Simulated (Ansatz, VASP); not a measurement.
Tl3B2 in VASP and in Ansatz

```xyz
5
Lattice="4.8687 0.0000 0.0000 0.0000 4.8687 0.0000 0.0000 0.0000 4.8687" Properties=species:S:1:pos:R:3 pbc="T T T"
Tl    0.0000    2.4344    2.4344
Tl    2.4344    0.0000    2.4344
Tl    2.4344    2.4344    0.0000
B     2.4344    2.4344    2.4344
B     0.0000    0.0000    0.0000
```

Alike in both runs: functional PBE; k mesh 4 × 4 × 4; occupations gaussian, width 0.1 eV; no spin polarisation.

Ansatz relaxed the structure, and its values are those at the end. VASP's run is a single point on that final structure, the one shown.

|  | VASP | Ansatz |
| --- | --- | --- |
| version | VASP 6.6.1 | Ansatz 0.2.0 |
| potentials or method | VASP PAW PBE potentials, release 64 (Tl_d, B) | scalar-relativistic, plane waves, PAW |
| plane-wave cutoff (eV) | 520 | 420 |
| valence electrons in the cell | 45 | 45 |

|  | VASP | Ansatz | Ansatz less VASP |
| --- | --- | --- | --- |
| gap on the k mesh at the Fermi level (eV) | none | none | - |
| pressure (GPa) | -0.1 | 0.0 | +0.06 |

A gap of «none» marks a metal or a gap that the smearing closes.

Spin-orbit coupling is left out, which matters for the levels of Tl.
